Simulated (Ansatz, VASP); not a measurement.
# Cross-check of P between VASP and Ansatz, part 2 of 2

One calculation is typed for both programs; each brings its own data sets. How far apart do they land? The cell is taken from a series of runs on this material, whose earlier steps may have relaxed, scaled, displaced or heated it; both programs get it as it stands.

VASP 6.6.1 and Ansatz 0.2.0.

So far: Starting point; Ansatz: zone-centre phonons, PBE with D3(BJ).

## Step 3: VASP: zone-centre phonons, PBE with D3(BJ)

Level of this step: PBE with D3(BJ); plane waves and PAW (P) (VASP).

The same cell, functional, mesh and smearing now go to VASP, with its own data sets.

Lines of VASP's logs that name or quote its potential files are left out, and so is its time.

File INCAR:

```
SYSTEM = P
PREC = Accurate
ENCUT = 500
EDIFF = 1E-08
NELM = 120
ISMEAR = 1
SIGMA = 0.2
LREAL = .FALSE.
ALGO = Normal
GGA = PE
IVDW = 12
NBANDS = 16
LORBIT = 11
LWAVE = .FALSE.
LCHARG = .FALSE.
ISIF = 2
IBRION = 6
NFREE = 2
POTIM = 0.015
NSW = 1
LASPH = .TRUE.
GGA_COMPAT = .FALSE.
KPAR = 2
```

File POSCAR:

```
P
1.0
    1.6720382004     -4.9699675694      0.0000000000
    1.6720382004      4.9699675694      0.0000000000
    0.0000000000      0.0000000000      3.9067833746
P
4
Direct
    0.8898263413      0.1101736587      0.0611704698
    0.6101736587      0.3898263413      0.5611704698
    0.1101736587      0.8898263413      0.9388295302
    0.3898263413      0.6101736587      0.4388295302
```

File KPOINTS:

```
Automatic mesh
0
Gamma
16 16 12
0 0 0
```

The projector-augmented-wave data sets are P (PBE family, release 64).

Run with:

```sh
mpirun -np 2 vasp_std
```

Numbers of over 12 decimals in the logs are rounded to 6 here.

Log:

```text
[banner, memory and clock lines left out]
running    2 mpi-ranks, on    1 nodes
 distrk:  each k-point on    1 cores,    2 groups
 distr:  one band on    1 cores,    1 groups

 POSCAR found type information on POSCAR P
 POSCAR found :  1 types and       4 ions
 LDA part: xc-table for (Slater+PW92), standard interpolation
 POSCAR, INCAR and KPOINTS ok, starting setup
 FFT: planning ... GRIDC
 FFT: planning ... GRID_SOFT
 FFT: planning ... GRID
 WAVECAR not read
 entering main loop
       N       E                     dE             d eps       ncg     rms          rms(c)
DAV:   1     0.548538108055E+02    0.54854E+02   -0.84517E+03 16352   0.105E+03
DAV:   2    -0.183605890138E+02   -0.73214E+02   -0.70767E+02 22456   0.160E+02
DAV:   3    -0.212838741936E+02   -0.29233E+01   -0.29027E+01 22352   0.338E+01
DAV:   4    -0.213095197309E+02   -0.25646E-01   -0.25636E-01 20240   0.382E+00
DAV:   5    -0.213098977893E+02   -0.37806E-03   -0.37803E-03 22544   0.424E-01    0.106E+01
DAV:   6    -0.212228743811E+02    0.87023E-01   -0.56143E-02 19432   0.142E+00    0.625E+00
DAV:   7    -0.211880603517E+02    0.34814E-01   -0.86658E-02 21928   0.179E+00    0.325E-01
DAV:   8    -0.211876770606E+02    0.38329E-03   -0.98753E-03 19192   0.646E-01    0.176E-01
DAV:   9    -0.211876920049E+02   -0.14944E-04   -0.60618E-04 22688   0.152E-01    0.820E-02
DAV:  10    -0.211876942288E+02   -0.22238E-05   -0.63309E-05 20872   0.469E-02    0.338E-02
DAV:  11    -0.211877016872E+02   -0.74585E-05   -0.11158E-05 20792   0.247E-02    0.690E-03
DAV:  12    -0.211877022041E+02   -0.51683E-06   -0.50069E-07 20520   0.499E-03    0.494E-03
DAV:  13    -0.211877021574E+02    0.46703E-07   -0.10448E-07 20624   0.228E-03    0.949E-04
DAV:  14    -0.211877021556E+02    0.17060E-08   -0.91836E-09 11952   0.612E-04
   1 F= -.22921649E+02 E0= -.22922136E+02  d E =0.146056E-02
[...]
2 F= -.22920511E+02 E0= -.22920997E+02  d E =0.145783E-02
[...]
3 F= -.22920511E+02 E0= -.22920997E+02  d E =0.145783E-02
[...]
4 F= -.22919979E+02 E0= -.22920473E+02  d E =0.148101E-02
[...]
5 F= -.22921400E+02 E0= -.22921884E+02  d E =0.144968E-02
[...]
6 F= -.22921042E+02 E0= -.22921488E+02  d E =0.133908E-02
 Finite differences progress:
  Degree of freedom:   3/  3
  Displacement:        1/  2
  Total:               5/  6
 bond charge predicted
       N       E                     dE             d eps       ncg     rms          rms(c)
DAV:   1    -0.211842202944E+02    0.28133E-02   -0.35097E-01 26920   0.327E+00    0.347E-01
DAV:   2    -0.211857550615E+02   -0.15348E-02   -0.17522E-02 38016   0.844E-01    0.899E-02
DAV:   3    -0.211857124758E+02    0.42586E-04   -0.25667E-04 31432   0.110E-01    0.540E-02
DAV:   4    -0.211857054504E+02    0.70254E-05   -0.55811E-05 36384   0.450E-02    0.268E-02
DAV:   5    -0.211857057321E+02   -0.28172E-06   -0.57028E-06 33456   0.151E-02    0.128E-02
DAV:   6    -0.211857056445E+02    0.87586E-07   -0.76868E-07 35224   0.524E-03    0.316E-03
DAV:   7    -0.211857057209E+02   -0.76385E-07   -0.15273E-07 35120   0.221E-03    0.633E-04
DAV:   8    -0.211857057378E+02   -0.16957E-07   -0.75832E-09 17904   0.559E-04    0.292E-04
DAV:   9    -0.211857057453E+02   -0.74401E-08   -0.16936E-09 15432   0.274E-04
   7 F= -.22919586E+02 E0= -.22920112E+02  d E =0.157731E-02
 Finite differences progress:
  Degree of freedom:   3/  3
  Displacement:        2/  2
  Total:               6/  6
```

OUTCAR, selected parts (step 3):

```text
ion  position               nearest neighbor table
   1  0.890  0.110  0.061-   4 2.23   4 2.23   3 2.24   4 2.95   4 2.95
   2  0.610  0.390  0.561-   3 2.23   3 2.23   4 2.24   3 2.95   3 2.95
   3  0.110  0.890  0.939-   2 2.23   2 2.23   1 2.24   2 2.95   2 2.95
   4  0.390  0.610  0.439-   1 2.23   1 2.23   2 2.24   1 2.95   1 2.95

  LATTYP: Found a base centered orthorhombic cell.
 ALAT       =     3.3440764008
 B/A-ratio  =     2.9724007312
 C/A-ratio  =     1.1682697721

 Subroutine GETGRP returns: Found  8 space group operations
 (whereof  4 operations were pure point group operations)

The static configuration has the point symmetry C_2h.
 The point group associated with its full space group is D_2h.

 Found    511 irreducible k-points:

   k-points           NKPTS =    511   k-points in BZ     NKDIM =    511   number of bands    NBANDS=     16

   dimension x,y,z NGX =    40 NGY =   40 NGZ =   28
   dimension x,y,z NGXF=    80 NGYF=   80 NGZF=   56

   ENCUT  =  500.0 eV  36.75 Ry    6.06 a.u.   9.56  9.56  7.12*2*pi/ulx,y,z

   NELECT =      20.0000    total number of electrons

 k-points in reciprocal lattice and weights: Automatic mesh
   0.00000000  0.00000000  0.00000000       0.000
   0.06250000  0.00000000  0.00000000       0.001
   0.12500000  0.00000000  0.00000000       0.001
   0.18750000  0.00000000  0.00000000       0.001
   0.25000000  0.00000000  0.00000000       0.001
   0.31250000 -0.00000000  0.00000000       0.001
   0.37500000  0.00000000  0.00000000       0.001
   0.43750000 -0.00000000  0.00000000       0.001
   0.50000000  0.00000000  0.00000000       0.001
[...]
15      13.7871      0.00000
    ...

 k-point     3 :       0.1250    0.0000    0.0000
  band No.  band energies     occupation
    ...
      6       3.1805      2.00000
      7       3.5873      2.00000
      8       5.6582      2.00000
      9       5.9618      2.00000
     10       7.4013      2.00000
     11      10.1855     -0.00000
     12      10.7292     -0.00000
     13      11.3810     -0.00000
     14      11.4381     -0.00000
     15      12.7332      0.00000
    ...

 k-point     4 :       0.1875    0.0000    0.0000
  band No.  band energies     occupation
    ...
      6       3.3245      2.00000
      7       3.4229      2.00000
      8       5.7521      2.00000
      9       6.0757      2.00000
     10       7.5109      2.00000
     11      10.3012     -0.00000
     12      10.7377     -0.00000
     13      11.4369     -0.00000
     14      11.7706     -0.00000
     15      12.4223      0.00000
    ...

 k-point     5 :       0.2500    0.0000    0.0000
  band No.  band energies     occupation
    ...
      6       3.2690      2.00000
      7       3.7544      2.00000
      8       5.8676      2.00000
      9       6.1211      2.00000
     10       7.3916      2.00000
     11       9.7381     -0.00000
     12      10.7180     -0.00000
     13      10.7423     -0.00000
     14      11.7583     -0.00000
     15      11.7833     -0.00000
    ...

 Edisp (eV)   -1.73388

  Total       0.75077     0.82824     0.65764     0.00000     0.07237     0.00000
  in kB      18.52542    20.43705    16.22736     0.00000     1.78567     0.00000
  external pressure =       18.40 kB  Pullay stress =        0.00 kB

  energy-cutoff  :      500.00
  volume of cell :       64.93
      direct lattice vectors                 reciprocal lattice vectors
     1.672038200 -4.969967569  0.000000000     0.299036230 -0.100604278  0.000000000
     1.672038200  4.969967569  0.000000000     0.299036230  0.100604278  0.000000000
     0.000000000  0.000000000  3.906783375     0.000000000  0.000000000  0.255965050

 POSITION                                       TOTAL-FORCE (eV/Angst)
 -----------------------------------------------------------------------------------
      1.67204     -3.87485      0.22398         0.000000     -0.043216      0.224081
      1.67204     -1.09512      2.19237         0.000000      0.038068      0.016036
      1.67204      3.87485      3.66780         0.000000      0.043509     -0.053128
      1.67204      1.09512      1.71441         0.000000     -0.038361     -0.186989
 -----------------------------------------------------------------------------------
    total drift:                                0.000000      0.000019     -0.000051

  FREE ENERGIE OF THE ION-ELECTRON SYSTEM (eV)
  ---------------------------------------------------
  free  energy   TOTEN  =       -22.9195859302 eV

  energy  without entropy=      -22.9211632365  energy(sigma->0) =      -22.92011170

 Eigenvectors and eigenvalues of the dynamical matrix
 ----------------------------------------------------

   1 f  =   13.513650 THz    84.908766 2PiTHz  450.766836 cm-1    55.887940 meV
             X         Y         Z           dx          dy          dz
      1.672038 -3.874849  0.238980    -0.000000    0.000002   -0.500000
      1.672038 -1.095119  2.192371     0.000000    0.000002    0.500000
      1.672038  3.874849  3.667804    -0.000000    0.000002   -0.500000
      1.672038  1.095119  1.714412     0.000000    0.000002    0.500000

   2 f  =   12.760050 THz    80.173759 2PiTHz  425.629455 cm-1    52.771303 meV
             X         Y         Z           dx          dy          dz
      1.672038 -3.874849  0.238980    -0.000000    0.265905    0.423432
      1.672038 -1.095119  2.192371     0.000000   -0.265905    0.423432
      1.672038  3.874849  3.667804    -0.000000   -0.265905   -0.423432
      1.672038  1.095119  1.714412     0.000000    0.265905   -0.423432

   3 f  =   12.102232 THz    76.040564 2PiTHz  403.686993 cm-1    50.050786 meV
             X         Y         Z           dx          dy          dz
      1.672038 -3.874849  0.238980    -0.500000   -0.000000   -0.000000
      1.672038 -1.095119  2.192371     0.500000   -0.000000   -0.000000
      1.672038  3.874849  3.667804    -0.500000    0.000000    0.000000
      1.672038  1.095119  1.714412     0.500000    0.000000    0.000000

   4 f  =   12.055446 THz    75.746599 2PiTHz  402.126383 cm-1    49.857295 meV
             X         Y         Z           dx          dy          dz
      1.672038 -3.874849  0.238980    -0.500000   -0.000000   -0.000000
      1.672038 -1.095119  2.192371    -0.500000    0.000000   -0.000000
      1.672038  3.874849  3.667804     0.500000   -0.000000    0.000000
      1.672038  1.095119  1.714412     0.500000   -0.000000    0.000000

   5 f  =   11.370051 THz    71.440139 2PiTHz  379.264089 cm-1    47.022733 meV
             X         Y         Z           dx          dy          dz
      1.672038 -3.874849  0.238980     0.000000   -0.499073    0.030438
      1.672038 -1.095119  2.192371    -0.000000   -0.499073   -0.030438
      1.672038  3.874849  3.667804     0.000000    0.499073   -0.030438
      1.672038  1.095119  1.714412    -0.000000    0.499073    0.030438

   6 f  =   11.278954 THz    70.867760 2PiTHz  376.225421 cm-1    46.645986 meV
             X         Y         Z           dx          dy          dz
      1.672038 -3.874849  0.238980     0.000000    0.423432   -0.265905
      1.672038 -1.095119  2.192371     0.000000   -0.423432   -0.265905
      1.672038  3.874849  3.667804    -0.000000   -0.423432    0.265905
      1.672038  1.095119  1.714412    -0.000000    0.423432    0.265905

   7 f  =    6.233903 THz    39.168770 2PiTHz  207.940633 cm-1    25.781341 meV
             X         Y         Z           dx          dy          dz
      1.672038 -3.874849  0.238980    -0.000000    0.030438    0.499073
      1.672038 -1.095119  2.192371     0.000000    0.030438   -0.499073
      1.672038  3.874849  3.667804     0.000000   -0.030438   -0.499073
      1.672038  1.095119  1.714412    -0.000000   -0.030438    0.499073

   8 f  =    5.250086 THz    32.987262 2PiTHz  175.124014 cm-1    21.712601 meV
             X         Y         Z           dx          dy          dz
      1.672038 -3.874849  0.238980    -0.500000   -0.000000   -0.000000
      1.672038 -1.095119  2.192371     0.500000   -0.000000    0.000000
      1.672038  3.874849  3.667804     0.500000    0.000000    0.000000
      1.672038  1.095119  1.714412    -0.500000    0.000000   -0.000000

   9 f  =    1.734237 THz    10.896530 2PiTHz   57.847904 cm-1     7.172223 meV
             X         Y         Z           dx          dy          dz
      1.672038 -3.874849  0.238980    -0.000000    0.500000    0.000570
      1.672038 -1.095119  2.192371    -0.000000   -0.500000    0.000570
      1.672038  3.874849  3.667804    -0.000000    0.500000    0.000570
      1.672038  1.095119  1.714412    -0.000000   -0.500000    0.000570

  10 f/i=    0.000000 THz     0.000000 2PiTHz    0.000001 cm-1     0.000000 meV
             X         Y         Z           dx          dy          dz
      1.672038 -3.874849  0.238980     0.500000   -0.000001    0.000000
      1.672038 -1.095119  2.192371     0.500000   -0.000001    0.000000
      1.672038  3.874849  3.667804     0.500000   -0.000001    0.000000
      1.672038  1.095119  1.714412     0.500000   -0.000001    0.000000

  11 f/i=    0.000049 THz     0.000310 2PiTHz    0.001644 cm-1     0.000204 meV
             X         Y         Z           dx          dy          dz
      1.672038 -3.874849  0.238980    -0.000001   -0.500000   -0.000002
      1.672038 -1.095119  2.192371    -0.000001   -0.500000    0.000002
      1.672038  3.874849  3.667804    -0.000001   -0.500000   -0.000002
      1.672038  1.095119  1.714412    -0.000001   -0.500000    0.000002

  12 f/i=    0.001977 THz     0.012421 2PiTHz    0.065939 cm-1     0.008175 meV
             X         Y         Z           dx          dy          dz
      1.672038 -3.874849  0.238980     0.000000    0.000570   -0.500000
      1.672038 -1.095119  2.192371     0.000000   -0.000570   -0.500000
      1.672038  3.874849  3.667804     0.000000    0.000570   -0.500000
      1.672038  1.095119  1.714412     0.000000   -0.000570   -0.500000

 ELASTIC MODULI CONTR FROM IONIC RELAXATION (kBar)
 Direction    XX          YY          ZZ          XY          YZ          ZX
 --------------------------------------------------------------------------------
 XX        -206.0151   -204.4807   -448.5958     -0.0000     -0.0000     -0.0000
 YY        -204.4807  -1239.1436   -227.5907     -0.0000      0.0000     -0.0000
 ZZ        -448.5958   -227.5907  -1022.5357     -0.0000     -0.0000     -0.0000
 XY          -0.0000     -0.0000     -0.0000   -460.1207     -0.0000      0.0000
 YZ          -0.0000      0.0000     -0.0000     -0.0000   -464.6120     -0.0000
 ZX          -0.0000     -0.0000     -0.0000      0.0000     -0.0000   -483.7233
 --------------------------------------------------------------------------------

 total charge
# of ion       s       p       d       tot
------------------------------------------
    1        1.088   1.370   0.000   2.458
    2        1.088   1.370   0.000   2.458
    3        1.088   1.370   0.000   2.458
    4        1.088   1.370   0.000   2.458
--------------------------------------------------
tot          4.354   5.479   0.000   9.833

[... 1 further part left out ...]
```

CONTCAR:

```
P
   1.00000000000000
     1.6720382004000001   -4.9699675693999996    0.0000000000000000
     1.6720382004000001    4.9699675693999996    0.0000000000000000
     0.0000000000000000    0.0000000000000000    3.9067833745999998
  P
     4
Direct
     0.8898263413000010    0.1101736586999992    0.0573309940569795
     0.6101736586999991    0.3898263413000009    0.5611704697999969
     0.1101736586999991    0.8898263413000009    0.9388295302000031
     0.3898263413000009    0.6101736586999991    0.4388295302000031
```

Levels, forces or a CONTCAR printed for this step are those of its last displaced cell, not of the structure at rest.

## Step 4: Differences

Known differences besides the potentials themselves: the cutoff is 420 eV in Ansatz and 500 eV in VASP; Ansatz takes the dispersion share of the force constants at frozen C6 weights, VASP differentiates the full forces; VASP uses finite displacements, Ansatz perturbation theory. Total energies have different zeros and are not compared.

The two programs side by side:

| quantity | Ansatz | VASP | difference |
| --- | --- | --- | --- |
| optical mode 1 (cm⁻¹) | 54.0 | 57.8 | -6.58 % |
| optical mode 2 (cm⁻¹) | 173.5 | 175.1 | -0.93 % |
| optical mode 3 (cm⁻¹) | 207.3 | 207.9 | -0.31 % |
| optical mode 4 (cm⁻¹) | 377.2 | 376.2 | +0.26 % |
| optical mode 5 (cm⁻¹) | 379.3 | 379.3 | +0.02 % |
| optical mode 6 (cm⁻¹) | 403.7 | 402.1 | +0.40 % |
| optical mode 7 (cm⁻¹) | 405.7 | 403.7 | +0.49 % |
| optical mode 8 (cm⁻¹) | 427.7 | 425.6 | +0.49 % |
| optical mode 9 (cm⁻¹) | 452.1 | 450.8 | +0.29 % |

Modes are paired by rising frequency, not by their patterns, so a pair may set unlike modes beside each other; they are those without the splitting of longitudinal modes.

## Step 5: Results

| Quantity | Value |
| --- | --- |
| r.m.s. difference of the optical zone-centre modes, each program's sorted by frequency (zone-centre phonons, PBE with D3(BJ)) | 1.9 cm⁻¹ |
| difference in optical mode 1 (zone-centre phonons, PBE with D3(BJ)) | -6.6 % |

What this shows: The r.m.s. difference of the optical zone-centre modes, each program's sorted by frequency is 1.9 cm⁻¹ (zone-centre phonons, PBE with D3(BJ)). Among the rows given in per cent, the largest difference of the zone-centre phonons, PBE with D3(BJ) pair is in optical mode 1, -6.6 %. How closely two codes agree says nothing of how well the functional describes the real material.

[Lines on the potential files, build, host, timing and source positions are cut from VASP's logs without a mark.]

[Logs are printed without paths, hosts, clocks, repeated set-up lines and the standing remarks that a program may print on its own settings, such as how far it seeks lower states.]

[Hosts, paths, dates, database ids (printed as entryN), source tags and the programs' standing remarks are cut or masked in the printed files.]
